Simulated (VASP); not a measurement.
Consider the following.

```
CELL_PARAMETERS angstrom
      1.45595    -2.52178     0.00000
      1.45595     2.52178     0.00000
      0.00000     0.00000     4.61689
ATOMIC_POSITIONS crystal
  Ti 0.33333 0.66667 0.25000
  Ti 0.66667 0.33333 0.75000
```

These are rev-vdW-DF2, VASP's PBE PAW potentials (set 64) (plane waves; VASP) values and carry that method's errors. Run with 520 eV cut-off, Gaussian smearing of 0.050 eV, potentials Ti_sv.

### Question
Give the energies of bands 9 to 15 at the high-symmetry points, in eV from the Fermi level.

### Answer

| band | Γ | M | K | A | L | H |
|---|---|---|---|---|---|---|
| 9 | -6.20 | -2.37 | -1.77 | -4.32 | -2.61 | -1.28 |
| 10 | -2.75 | -2.25 | -1.41 | -4.32 | -2.61 | -1.28 |
| 11 | 0.74 | -1.93 | -1.41 | 0.05 | -0.87 | -1.13 |
| 12 | 0.74 | -0.58 | -1.31 | 0.05 | -0.87 | -1.13 |
| 13 | 0.85 | 0.45 | 0.21 | 0.65 | 1.41 | -0.22 |
| 14 | 0.87 | 0.62 | 0.21 | 0.65 | 1.41 | -0.22 |
| 15 | 1.26 | 1.17 | 1.51 | 0.65 | 1.74 | 1.67 |

It has no gap at this level: it comes out as a metal or semimetal.

The compound is Ti in the hcp structure. It was relaxed first.
